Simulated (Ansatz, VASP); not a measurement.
**ZrGe (rocksalt type (invented)) in two plane-wave programs**

One calculation is typed for both programs; each brings its own data sets. How far apart do they land? The cell is generated by rule, not measured, and may not be a known phase. The cell is taken from a series of runs on this material, whose earlier steps may have relaxed, scaled, displaced or heated it; both programs get it as it stands.

Method: plane waves, with VASP 6.6.1 beside it; relaxation of cell and atoms at PBEsol, in Ansatz 0.2.0.

## 1. The structure

The structure is cubic, space group Fm-3m (No. 225). The conventional cell has a = 5.411 Å, b = 5.411 Å, c = 5.411 Å, α = 90.00°, β = 90.00°, γ = 90.00°. Zr has 6 Ge at 2.71 Å nearest. Nearest to Ge lie 6 Zr at 2.71 Å. Farther neighbours are not listed.

Coordinates:

```cif
data_structure
_symmetry_space_group_name_H-M 'P 1'
_symmetry_Int_Tables_number 1
_cell_length_a 3.8259
_cell_length_b 3.8259
_cell_length_c 3.8259
_cell_angle_alpha 60.000
_cell_angle_beta 60.000
_cell_angle_gamma 60.000
_cell_volume 39.60
loop_
_atom_site_label
_atom_site_type_symbol
_atom_site_fract_x
_atom_site_fract_y
_atom_site_fract_z
_atom_site_occupancy
Zr1 Zr 0.00000 0.00000 0.00000 1
Ge2 Ge 0.50000 0.50000 0.50000 1
```

## 2. Ansatz: relaxation of cell and atoms, PBEsol

Ansatz runs on its default PAW (the set named soft_2) files.

The relaxed volume is the usual yardstick between codes: in a stiff, nearly cubic crystal its relative difference is about their pressure difference at one cell divided by the bulk modulus.

input.yaml

```yaml
crystal:
  lattice:
    - [0.0, 2.7053381272, 2.7053381272]
    - [2.7053381272, 0.0, 2.7053381272]
    - [2.7053381272, 2.7053381272, 0.0]
  atoms:
    - { symbol: Zr, position: [0.0, 0.0, 0.0] }
    - { symbol: Ge, position: [0.5, 0.5, 0.5] }
kpoints:
  mp_grid: { grid: [14, 14, 14] }
hamiltonian:
  xc: pbesol
scf:
  occupations: { method: gaussian, width: 0.1 }
output:
  forces: true
  stress: true
  eigenvalues: true
  write_density: true
  write_potential: true
  elf: true
  volumetric_format: npy
relax:
  adjacent_minimum: "off"
  f_tol: 0.005
  max_steps: 80
  cell: { stress_tol: 0.05 }
```

Launch:

```sh
ansatz run input.yaml --threads 2 --pin off --max-ram 5120MiB --backend cpu --events-out ev --progress --plain --runs-dir out
```

Numbers of over 12 decimals in the logs are rounded to 6 here.

The program printed:

```text
Engine: ansatz 0.2.0, aarch64-unknown-linux-gnu
Pseudopotentials: kind: paw
Pseudopotential: Zr, paw, valence charge 12, recommended cutoff 420 eV (normal), Zr.paw.azcp
Pseudopotential: Ge, paw, valence charge 14, recommended cutoff 420 eV (normal), Ge.paw.azcp
Functional definition: PBEsol
  exchange = pbesol_x
  correlation = pbesol_c
Crystal: 2 atoms, lattice volume = 39.600 Å³
Basis set: ecut = 420 eV, 749 PW (Γ), exchange–correlation on 54×54×54 points (8 copies of the dense FFT grid, shifted against one another)
Bands: 17, of which v1, the nominal top of the filled ones, is band 13 counted from 1 (12 counted from 0)
Symmetry: 48 space group operations
Space group: Fm-3m (ITA 225), of the structure as read, at distance tolerance 3.4e-5 Å
k-points: 104 of 2744
Non-local potential: Zr, projectors of the file, l = 0: 3, l = 1: 2, l = 2: 2, l = 3: 2
Non-local potential: Ge, projectors of the file, l = 0: 2, l = 1: 2, l = 2: 3, l = 3: 1
PAW form: soft (Blöchl's): semilocal exchange-correlation on the pseudo side does not see the compensation charge
PAW frozen core: Zr, regenerated for the run's functional, and the local potential with it (the file was generated under x = pbe(κ = 0.804, μ = 0.219515), c = pbe(β = 0.066725))
PAW frozen core: Ge, regenerated for the run's functional, and the local potential with it (the file was generated under x = pbe(κ = 0.804, μ = 0.219515), c = pbe(β = 0.066725))
PAW one-centre angular grid: Zr, 590 points (default); XC on 64 Gauss nodes
PAW one-centre angular grid: Ge, 590 points (default); XC on 64 Gauss nodes
Initial density: superposition of atomic densities (neutral atoms: chi_scale 0, normalization atom), corrected by the library's trained network
Initial wavefunctions: pseudopotential atomic-orbital guess
Functional: x = pbesol(κ = 0.804, μ = 0.123457), c = pbesol(β = 0.046)
SCF iter   1: F=—  HF=-8383.758258 eV  |F-HF|=—  |Δ(HF+E_count)|=         —  Δρ=3.57e-3  dr2=4.77e-3  ethr=1.77e-3  ⟨swp⟩=5.0  Hψ=7441  notcnv=0
preconditioner: auto → Kerker (q_TF=auto, 2.544 Å⁻¹)  [metal: Δε(μ)=0.030 eV  Ē_g=20.702 eV  σ=0.100 eV  W_gap=0.17  n_scr=14 (ndim 8)  ℏωp=28.9 eV  f_vac=0.000  D(μ)=0.54/eV (n_scr^D=0)]
SCF iter   2: F=—  HF=-8383.756962 eV  |F-HF|=—  |Δ(HF+E_count)|=   1.30e-3  Δρ=1.98e-3  dr2=1.27e-3  ethr=1.84e-5  ⟨swp⟩=2.0  Hψ=3228  notcnv=0
SCF iter   3: F=—  HF=-8383.756668 eV  |F-HF|=—  |Δ(HF+E_count)|=   2.94e-4  Δρ=3.14e-4  dr2=2.85e-5  ethr=4.88e-6  ⟨swp⟩=2.0  Hψ=2185  notcnv=0
SCF iter   4: F=—  HF=-8383.756667 eV  |F-HF|=—  |Δ(HF+E_count)|=   1.52e-6  Δρ=1.38e-4  dr2=4.37e-6  ethr=1.10e-7  ⟨swp⟩=2.0  Hψ=2710  notcnv=0
SCF iter   5: F=—  HF=-8383.756660 eV  |F-HF|=—  |Δ(HF+E_count)|=   6.52e-6  Δρ=4.58e-5  dr2=9.61e-7  ethr=1.68e-8  ⟨swp⟩=2.0  Hψ=2690  notcnv=0
SCF iter   6: F=-8383.756660 eV  HF=-8383.756660 eV  |F-HF|=5.16e-8  |Δ(HF+E_count)|=   1.33e-7  Δρ=1.34e-5  dr2=5.80e-8  ethr=3.85e-10  ⟨swp⟩=5.7  Hψ=10484  notcnv=0
SCF 1 converged in 6 iterations: F = -8383.756660 eV  dr2 = 5.80e-8
  greatest PAW one-centre occupation: 0.998 electrons in one spin orbital (limit 2), on the Ge atom at site 1 (counted from 0), in its partial waves of l = 2
relax step   1: F+E_penalty+E_count = -8383.75666000 eV  Δ(F+E_penalty+E_count) = +0.000e0 eV  max|allowed force component| = 1.512e-29 eV/Å  Δτ_max = 0.0000 Å  P = +0.102 GPa  Ω = 39.600 Å³  (6 SCF iters, dr2 threshold 1.00e-7 eV, accepted)
[...]
relax step   2: F+E_penalty+E_count = -8383.75664757 eV  Δ(F+E_penalty+E_count) = +1.243e-5 eV  max|allowed force component| = 5.259e-30 eV/Å  Δτ_max = 0.0000 Å  P = -0.109 GPa  Ω = 39.670 Å³  energy of the carried Pulay correction = -1.082e-5 eV  (4 SCF iters, dr2 threshold 2.59e-8 eV, rejected (line search))
[...]
relax step   3: F+E_penalty+E_count = -8383.75666552 eV  Δ(F+E_penalty+E_count) = -5.520e-6 eV  max|allowed force component| = 9.887e-29 eV/Å  Δτ_max = 0.0000 Å  P = -0.000 GPa  Ω = 39.634 Å³  energy of the carried Pulay correction = -5.223e-6 eV  (6 SCF iters, accepted)
[...]
relax step   4: F+E_penalty+E_count = -8383.75666778 eV  Δ(F+E_penalty+E_count) = -2.253e-6 eV  max|allowed force component| = 8.099e-29 eV/Å  Δτ_max = 0.0000 Å  P = +0.000 GPa  Ω = 39.634 Å³  stress off target by 4.87e-5 GPa  SCF on the basis re-selected at this cell (its energy is not comparable with the rows above)  (3 SCF iters)
basis re-selected at this cell: Δ(F+E_penalty+E_count) = -2.253e-6 eV, ΔP = +0.000 GPa vs the last step (what re-selecting the basis moved, of the pressure what is left beyond the Pulay correction that the steps carried, after the strain that the cell walked since its last selection, with what the two solves' SCF thresholds leave and, on support functions, any second-order correction that the steps lacked; it is no m [...]
SCF converged after 3 iterations
Free energy (F): -8383.756668 eV
Harris-Foulkes:  -8383.756668 eV  (|F-HF|=3.64e-12)
Internal energy: -8383.753850 eV  (E = F + TS)
E sigma→0 (E₀):  -8383.755259 eV
Entropy (-TS):   -0.002818 eV (-1.409 meV/atom)
Fermi energy:    13.187046 eV
--- Per-component energies (eV) ---
  E_band       = -185.202045
  E_kinetic    = 446.643426
  E_local      = -2830.493139  (includes V_loc(G=0)·N_el)
  E_nonlocal   = 501.303013
  E_hartree    = 1174.358563
  E_xc         = -237.194840
  E_vxc        = -257.377619  (∫ρ·V_xc dr)
  E_paw        = -4878.638614  (= ΣΔE_a)
  E_vpaw       = -393.995072  (= ΣTr[D̂ρ^β])
  E_aug_tail   = 0.000327  (compensation charges beyond the density's cutoff)
  E_ewald      = -2560.816244
  E_core_change = 1.083657  (= ΣΔE_core)
  E_smearing   = -0.002818  (= −TS)
  E_closure    = 0.000000  (closes the sum)
  Σ components = -8383.756668   (vs F -8383.756668, Δ=0.00e0)
--- Forces (eV/Å), atoms counted from 1 ---
  atom   1  Zr     0.00000000    -0.00000000    -0.00000000
  atom   2  Ge     0.00000000    -0.00000000     0.00000000
  max |Σ_I F_I| component: 1.75e-28 eV/Å
--- Stress (GPa, compression-positive) ---
        0.000049       0.000000      -0.000000
       -0.000000       0.000049      -0.000000
       -0.000000      -0.000000       0.000049
  P = ⅓ Tr σ = 0.0000 GPa (0.000 kbar)
--- Band table (eV; the first three rows and the last of 104) ---
  k-point 0: bands = [... 9 lower, 2.7998, 13.3308, 13.3308, 13.3308, 14.1783, 14.1783, 15.5939, 15.5939]
  k-point 1: bands = [... 9 lower, 2.8862, 13.0488, 13.2867, 13.2867, 13.8339, 13.8339, 15.4899, 16.1673]
  k-point 2: bands = [... 9 lower, 3.1399, 12.3046, 12.8009, 12.8009, 13.8104, 13.8104, 15.3382, 17.2208]
  k-point 103: bands = [... 9 lower, 5.0427, 10.4789, 10.6559, 10.9669, 15.2503, 15.8541, 16.3137, 16.3831]
--- Relaxed structure (3 steps of the walk, 2 accepted, 1 SCFs on fresh bases) ---
  F+E_penalty+E_count = -8383.75666778 eV   max|allowed force component| = 8.099e-29 eV/Å   (the final SCF, on the basis selected at the relaxed cell)
  cell:  # Å, volume = 39.6337 Å³
    - [0, 2.706106, 2.706106]
    - [2.706106, 0, 2.706106]
    - [2.706106, 2.706106, 0]
  atoms:
    - { symbol: Zr, position: [0, 0, 0] }
    - { symbol: Ge, position: [0.500000, 0.500000, 0.500000] }
```

## 3. VASP: relaxation of cell and atoms, PBEsol

The same cell, functional, mesh and smearing now go to VASP, with its own data sets.

Lines of VASP's logs that name or quote its potential files are left out, and so is its time.

INCAR

```
SYSTEM = ZrGe
PREC = Accurate
ENCUT = 500
EDIFF = 1E-07
NELM = 120
ISMEAR = 0
SIGMA = 0.1
LREAL = .FALSE.
ALGO = Normal
GGA = PS
NBANDS = 19
LASPH = .TRUE.
LORBIT = 11
LWAVE = .FALSE.
LCHARG = .FALSE.
ISIF = 3
IBRION = 2
NSW = 80
EDIFFG = -0.005
GGA_COMPAT = .FALSE.
NELMIN = 4
```

POSCAR

```
ZrGe
1.0
    0.0000000000      2.7053380000      2.7053380000
    2.7053380000      0.0000000000      2.7053380000
    2.7053380000      2.7053380000      0.0000000000
Zr Ge
1 1
Direct
    0.0000000000      0.0000000000      0.0000000000
    0.5000000000      0.5000000000      0.5000000000
```

KPOINTS

```
Automatic mesh
0
Gamma
14 14 14
0 0 0
```

Potentials, in the order of the species: Zr_sv and Ge_d (PBE family, release 64).

Launch:

```sh
mpirun -np 1 vasp_std
```

The program printed:

```text
[banner, memory and clock lines left out]
running    1 mpi-ranks, on    1 nodes
 distrk:  each k-point on    1 cores,    1 groups
 distr:  one band on    1 cores,    1 groups

 POSCAR found type information on POSCAR ZrGe
 POSCAR found :  2 types and       2 ions
|                                                                             |
|               ----> ADVICE to this user running VASP <----                  |
|                                                                             |
|     You enforced a specific xc type in the INCAR file but a different       |
|     [... a line on the potential file left out ...]
|     I HOPE YOU KNOW WHAT YOU ARE DOING!                                     |
|                                                                             |

 LDA part: xc-table for (Slater+PW92), standard interpolation
 POSCAR, INCAR and KPOINTS ok, starting setup
 FFT: planning ... GRIDC
 FFT: planning ... GRID_SOFT
 FFT: planning ... GRID
 WAVECAR not read
 entering main loop
       N       E                     dE             d eps       ncg     rms          rms(c)
DAV:   1     0.228995071135E+03    0.22900E+03   -0.13704E+04  4540   0.304E+03
DAV:   2     0.844342583323E+01   -0.22055E+03   -0.21360E+03  3999   0.629E+02
DAV:   3    -0.155736696443E+02   -0.24017E+02   -0.23670E+02  4543   0.137E+02
DAV:   4    -0.167356138085E+02   -0.11619E+01   -0.11553E+01  6300   0.276E+01
DAV:   5    -0.167577675854E+02   -0.22154E-01   -0.22140E-01  4768   0.317E+00    0.143E+01
DAV:   6    -0.156898204783E+02    0.10679E+01   -0.24394E+00  6664   0.357E+01    0.497E+00
DAV:   7    -0.156383785078E+02    0.51442E-01   -0.32637E-01  5136   0.514E+00    0.162E+00
DAV:   8    -0.156354760946E+02    0.29024E-02   -0.28205E-02  5269   0.268E+00    0.324E-01
DAV:   9    -0.156349670463E+02    0.50905E-03   -0.43256E-03  5578   0.101E+00    0.912E-02
DAV:  10    -0.156349244235E+02    0.42623E-04   -0.42525E-04  4520   0.223E-01    0.161E-02
DAV:  11    -0.156349233143E+02    0.11092E-05   -0.27823E-05  5375   0.581E-02    0.108E-02
DAV:  12    -0.156349219646E+02    0.13498E-05   -0.20387E-06  5755   0.132E-02    0.331E-03
DAV:  13    -0.156349219346E+02    0.29957E-07   -0.13558E-07  3079   0.361E-03
   1 F= -.15634922E+02 E0= -.15633516E+02  d E =-.156349E+02
 curvature:   0.00 expect dE= 0.000E+00 dE for cont linesearch  0.000E+00
 trial: gam= 0.00000 g(F)=  0.175E-58 g(S)=  0.209E-03 ort = 0.000E+00 (trialstep = 0.100E+01)
 search vector abs. value=  0.209E-03
 bond charge predicted
       N       E                     dE             d eps       ncg     rms          rms(c)
DAV:   1    -0.156388165301E+02   -0.38946E-02   -0.78198E-02  5260   0.393E+00    0.508E-01
DAV:   2    -0.156356728446E+02    0.31437E-02   -0.61690E-03  5449   0.110E+00    0.182E-01
DAV:   3    -0.156349496775E+02    0.72317E-03   -0.22037E-03  6379   0.532E-01    0.970E-02
DAV:   4    -0.156349267901E+02    0.22887E-04   -0.11505E-04  4894   0.109E-01    0.405E-02
DAV:   5    -0.156349130924E+02    0.13698E-04   -0.53629E-05  6573   0.549E-02    0.192E-02
DAV:   6    -0.156349110883E+02    0.20042E-05   -0.37156E-06  4428   0.253E-02    0.309E-03
DAV:   7    -0.156349109681E+02    0.12017E-06   -0.55252E-07  4907   0.819E-03    0.171E-03
DAV:   8    -0.156349108587E+02    0.10941E-06   -0.99227E-08  2947   0.305E-03    0.779E-04
DAV:   9    -0.156349108766E+02   -0.17868E-07   -0.15326E-08  2135   0.129E-03
   2 F= -.15634911E+02 E0= -.15633510E+02  d E =0.110580E-04
 trial-energy change:    0.000011  1 .order    0.000013   -0.000209    0.000236
 step:   0.4776(harm=  0.4701)  dis= 0.00000  next Energy=   -15.634972 (dE=-0.501E-04)
 bond charge predicted
       N       E                     dE             d eps       ncg     rms          rms(c)
DAV:   1    -0.156360386665E+02   -0.11278E-02   -0.21286E-02  5246   0.203E+00    0.267E-01
DAV:   2    -0.156351699044E+02    0.86876E-03   -0.16725E-03  5437   0.575E-01    0.951E-02
DAV:   3    -0.156349739394E+02    0.19597E-03   -0.60335E-04  6387   0.276E-01    0.512E-02
DAV:   4    -0.156349719044E+02    0.20349E-05   -0.31794E-05  4875   0.574E-02    0.212E-02
DAV:   5    -0.156349716415E+02    0.26289E-06   -0.14476E-05  6570   0.287E-02    0.102E-02
DAV:   6    -0.156349727107E+02   -0.10692E-05   -0.10253E-06  4412   0.132E-02    0.166E-03
DAV:   7    -0.156349727288E+02   -0.18139E-07   -0.14961E-07  3573   0.433E-03
   3 F= -.15634973E+02 E0= -.15633570E+02  d E =-.507942E-04
 curvature:  -0.24 expect dE=-0.113E-06 dE for cont linesearch -0.113E-06
 trial: gam=-0.04563 g(F)=  0.720E-58 g(S)=  0.480E-06 ort = 0.100E-04 (trialstep = 0.896E+00)
 search vector abs. value=  0.120E-08
 reached required accuracy - stopping structural energy minimisation
```

OUTCAR, selected parts (step 3):

```text
ion  position               nearest neighbor table
   1  0.000  0.000  0.000-   2 2.71   2 2.71   2 2.71   2 2.71   2 2.71   2 2.71
   2  0.500  0.500  0.500-   1 2.71   1 2.71   1 2.71   1 2.71   1 2.71   1 2.71

  LATTYP: Found a face centered cubic cell.
 ALAT       =     5.4106760000

 Subroutine GETGRP returns: Found 48 space group operations
 (whereof 48 operations were pure point group operations)

The static configuration has the point symmetry O_h .

 Found    104 irreducible k-points:

   k-points           NKPTS =    104   k-points in BZ     NKDIM =    104   number of bands    NBANDS=     19

   dimension x,y,z NGX =    28 NGY =   28 NGZ =   28
   dimension x,y,z NGXF=    56 NGYF=   56 NGZF=   56

   ENCUT  =  500.0 eV  36.75 Ry    6.06 a.u.   6.98  6.98  6.98*2*pi/ulx,y,z

   NELECT =      26.0000    total number of electrons

 k-points in reciprocal lattice and weights: Automatic mesh
   0.00000000  0.00000000  0.00000000       0.000
   0.07142857  0.00000000  0.00000000       0.003
   0.14285714  0.00000000  0.00000000       0.003
   0.21428571  0.00000000  0.00000000       0.003
   0.28571429  0.00000000  0.00000000       0.003
   0.35714286  0.00000000  0.00000000       0.003
   0.42857143  0.00000000  0.00000000       0.003
   0.50000000  0.00000000  0.00000000       0.001
   0.07142857  0.07142857  0.00000000       0.002
[...]
-0.28571429  0.42857143  0.21428571       0.009
  -0.28571429  0.50000000  0.21428571       0.004

 average (electrostatic) potential at core
       1 -75.3727       2 -69.9021

 E-fermi :   8.2107

 k-point     1 :       0.0000    0.0000    0.0000
  band No.  band energies     occupation
    ...
      6     -15.5632      2.00000
      7     -15.5193      2.00000
      8     -15.5193      2.00000
      9     -15.5193      2.00000
     10      -2.1706      2.00000
     11       8.3568      0.03881
     12       8.3568      0.03881
     13       8.3568      0.03880
     14       9.2041      0.00000
     15       9.2041      0.00000
    ...

 k-point     2 :       0.0714    0.0000    0.0000
  band No.  band energies     occupation
    ...
      7     -15.5187      2.00000
      8     -15.5187      2.00000
      9     -15.5187      2.00000
     10      -2.0844      2.00000
     11       8.0743      1.94618
     12       8.3123      0.15046
     13       8.3123      0.15046
     14       8.8589      0.00000
     15       8.8589      0.00000
     16      10.5098      0.00000
    ...

 k-point     3 :       0.1429    0.0000    0.0000
  band No.  band energies     occupation
    ...
      9     -15.5171      2.00000
     10      -1.8314      2.00000
     11       7.3295      2.00000
     12       7.8254      2.00000
     13       7.8254      2.00000
     14       8.8358      0.00000
     15       8.8358      0.00000
     16      10.3593      0.00000
     17      12.2426      0.00000
     18      12.2426      0.00000
    ...

  Total        0.0025757      0.0025757      0.0025757      0.0000000      0.0000000     -0.0000000
  in kB        0.1040154      0.1040154      0.1040154      0.0000000      0.0000000     -0.0000000
  external PRESSURE =       0.1040154 kB  Pullay stress =       0.0000000 kB

  energy-cutoff  :      500.00
  volume of cell :       39.67
      direct lattice vectors                 reciprocal lattice vectors
     0.000000000  2.707012846  2.707012846    -0.184705440  0.184705440  0.184705440
     2.707012846  0.000000000  2.707012846     0.184705440 -0.184705440  0.184705440
     2.707012846  2.707012846  0.000000000     0.184705440  0.184705440 -0.184705440

 POSITION                                       TOTAL-FORCE (eV/Angst)
 -----------------------------------------------------------------------------------
      0.00000      0.00000      0.00000        -0.000000     -0.000000     -0.000000
      2.70701      2.70701      2.70701         0.000000      0.000000      0.000000
 -----------------------------------------------------------------------------------
    total drift:                                0.000000      0.000000      0.000000

  FREE ENERGIE OF THE ION-ELECTRON SYSTEM (eV)
  ---------------------------------------------------
  free  energy   TOTEN  =       -15.6349727288 eV

  energy  without entropy=      -15.6321663994  energy(sigma->0) =      -15.63356956

 reached required accuracy - stopping structural energy minimisation

 total charge
# of ion       s       p       d       tot
------------------------------------------
    1        2.152   5.975   1.686   9.813
    2        1.156   1.403  10.008  12.567
--------------------------------------------------
tot          3.308   7.379  11.693  22.380

[... 3 further parts left out ...]
```

## 4. Side by side

Known differences besides the potentials themselves: the cutoff is 420 eV in Ansatz and 500 eV in VASP; Ansatz makes its cores anew for this functional, VASP keeps those of its PBE data sets; Ansatz adds a Pulay correction to the stress that steers its cell, VASP none. Total energies have different zeros and are not compared.

Compared:

```
                                         quantity  Ansatz   VASP  difference
                                      volume (Å³)   39.63  39.67     -0.10 %
edge a after relaxation, in the typed setting (Å)   3.827  3.828     -0.03 %
```

## 5. Summary of results

- difference in volume (relaxation of cell and atoms, PBEsol): -0.10 %

In words: The difference in volume is -0.10 % (relaxation of cell and atoms, PBEsol), within the 1.2 % picked in this series as the mark of a large difference, as far as the stopping tolerances let one tell. How closely two codes agree says nothing of how well the functional describes the real material.

[Lines on the potential files, build, host, timing and source positions are cut from VASP's logs without a mark.]

[Logs are printed without paths, hosts, clocks, repeated set-up lines and the standing remarks that a program may print on its own settings, such as how far it seeks lower states.]

[Hosts, paths, dates, database ids (printed as entryN), source tags and the programs' standing remarks are cut or masked in the printed files.]
